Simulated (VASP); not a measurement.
Level of theory: PW91 GGA, VASP's PBE PAW potentials (set 64) (plane waves; VASP).

The input files of a VASP run:

**POSCAR**
```
CsPbBr3
1
    5.8765128494     0.0000000000     0.0000000000
    0.0000000000     5.8765128494     0.0000000000
    0.0000000000     0.0000000000     5.8765128494
Cs Pb Br
1 1 3
Direct
  0.0000000000   0.0000000000   0.0000000000
  0.5000000000   0.5000000000   0.5000000000
  0.5000000000   0.0000000000   0.5000000000
  0.0000000000   0.5000000000   0.5000000000
  0.5000000000   0.5000000000   0.0000000000
```

INCAR:
```
SYSTEM = CsPbBr3
PREC = Accurate; ENCUT = 520; LREAL = .FALSE.
LASPH = .TRUE.
EDIFF = 1E-7; NELM = 100; ALGO = Normal
LMAXMIX = 4
ISMEAR = 0; SIGMA = 0.05
GGA = 91
ISIF = 2
LWAVE = .FALSE.; LCHARG = .FALSE.
```

### KPOINTS
```
Automatic mesh
0
Gamma
4 4 4
0 0 0
```

POTCAR, in this order: Cs_sv Pb_d Br (PBE.64 set). Program: vasp_std.

Output

File OSZICAR:
```
       N       E                     dE             d eps       ncg     rms          rms(c)
DAV:   1     0.408677792262E+03    0.40868E+03   -0.18715E+04   520   0.151E+03
DAV:   2     0.306197869501E+02   -0.37806E+03   -0.37008E+03   632   0.337E+02
DAV:   3    -0.145957021948E+02   -0.45215E+02   -0.44743E+02   612   0.126E+02
DAV:   4    -0.165085362560E+02   -0.19128E+01   -0.19079E+01   680   0.345E+01
DAV:   5    -0.165491637325E+02   -0.40627E-01   -0.40608E-01   642   0.415E+00    0.416E+00
DAV:   6    -0.159824887556E+02    0.56667E+00   -0.10882E+00   698   0.122E+01    0.246E+00
DAV:   7    -0.159374103033E+02    0.45078E-01   -0.58424E-01   754   0.492E+00    0.101E+00
DAV:   8    -0.159472036305E+02   -0.97933E-02   -0.71182E-02   690   0.237E+00    0.197E-01
DAV:   9    -0.159473008443E+02   -0.97214E-04   -0.12694E-02   718   0.954E-01    0.113E-01
DAV:  10    -0.159476154441E+02   -0.31460E-03   -0.12069E-03   668   0.239E-01    0.416E-02
DAV:  11    -0.159477101363E+02   -0.94692E-04   -0.24245E-04   654   0.132E-01    0.965E-03
DAV:  12    -0.159477145119E+02   -0.43756E-05   -0.27727E-05   820   0.499E-02    0.789E-03
DAV:  13    -0.159477139413E+02    0.57059E-06   -0.45913E-06   748   0.182E-02    0.282E-03
DAV:  14    -0.159477141920E+02   -0.25067E-06   -0.65658E-07   648   0.667E-03    0.828E-04
DAV:  15    -0.159477142131E+02   -0.21123E-07   -0.25602E-08   362   0.170E-03
   1 F= -.15947714E+02 E0= -.15947714E+02  d E =-.173773E-13
```

**OUTCAR**
```
------------------------ aborting loop because EDIFF is reached ----------------------------------------
  FORCE on cell =-STRESS in cart. coord.  units (eV):
  Direction    XX          YY          ZZ          XY          YZ          ZX
  --------------------------------------------------------------------------------------
  Total        1.8191143      1.8191143      1.8191143     -0.0000000     -0.0000000      0.0000000
  in kB       14.3618866     14.3618866     14.3618866     -0.0000000     -0.0000000      0.0000000
  external PRESSURE =      14.3618866 kB  Pullay stress =       0.0000000 kB
  volume of cell :      202.94
      direct lattice vectors                 reciprocal lattice vectors
     5.876512849  0.000000000  0.000000000     0.170168946  0.000000000  0.000000000
     0.000000000  5.876512849  0.000000000     0.000000000  0.170168946  0.000000000
     0.000000000  0.000000000  5.876512849     0.000000000  0.000000000  0.170168946
 POSITION                                       TOTAL-FORCE (eV/Angst)
 -----------------------------------------------------------------------------------
      0.00000      0.00000      0.00000         0.000000      0.000000      0.000000
      2.93826      2.93826      2.93826         0.000000      0.000000      0.000000
      2.93826      0.00000      2.93826         0.000000      0.000000      0.000000
      0.00000      2.93826      2.93826         0.000000      0.000000      0.000000
      2.93826      2.93826      0.00000         0.000000      0.000000      0.000000
 -----------------------------------------------------------------------------------
    total drift:                                0.000000     -0.000000     -0.000000
  FREE ENERGIE OF THE ION-ELECTRON SYSTEM (eV)
  ---------------------------------------------------
  free  energy   TOTEN  =       -15.9477142131 eV

  energy  without entropy=      -15.9477142131  energy(sigma->0) =      -15.94771421
```
(Selected blocks of OUTCAR.)

**OUTCAR**
```
 val. band max:        1.2581982189   @ k =   0.5000   0.5000   0.5000

 cond. band min:       2.7699381720   @ k =   0.5000   0.5000   0.5000


 Fermi energy:         1.5029257832

 k-point     1 :       0.0000    0.0000    0.0000
  band No.  band energies     occupation
      1     -20.1814      2.00000
      2     -15.6222      2.00000
      3     -15.6222      2.00000
      4     -15.4602      2.00000
      5     -15.4602      2.00000
      6     -15.4602      2.00000
      7     -13.5406      2.00000
      8     -12.8208      2.00000
      9     -12.8208      2.00000
     10      -7.0245      2.00000
     11      -7.0245      2.00000
     12      -7.0245      2.00000
     13      -5.7224      2.00000
     14      -3.0895      2.00000
     15      -3.0895      2.00000
     16      -3.0895      2.00000
     17      -0.9185      2.00000
     18      -0.9185      2.00000
     19      -0.9185      2.00000
     20      -0.8008      2.00000
     21      -0.8008      2.00000
     22      -0.8008      2.00000
     23       4.2775      0.00000
     24       5.3634      0.00000
     25       5.3634      0.00000
     26       6.0928      0.00000

 k-point     2 :       0.2500    0.0000    0.0000
  band No.  band energies     occupation
      1     -20.1808      2.00000
      2     -15.6222      2.00000
      3     -15.5910      2.00000
      4     -15.4607      2.00000
      5     -15.4607      2.00000
      6     -15.4602      2.00000
      7     -13.4717      2.00000
      8     -12.9473      2.00000
      9     -12.8199      2.00000
     10      -7.0185      2.00000
     11      -7.0183      2.00000
     12      -7.0183      2.00000
     13      -6.1741      2.00000
     14      -3.0442      2.00000
     15      -3.0442      2.00000
     16      -2.1465      2.00000
     17      -0.9849      2.00000
     18      -0.9849      2.00000
     19      -0.9844      2.00000
     20      -0.8603      2.00000
     21      -0.8603      2.00000
     22      -0.7712      2.00000
...
```

Unless said otherwise, spin-orbit coupling is left out, though it shifts the bands of the heavy elements here.

The compound is CsPbBr3 in the cubic perovskite structure, the ideal cubic form; the compound distorts at low or room temperature. This cell is one point of a volume scan, at 0.94 of the reference volume.
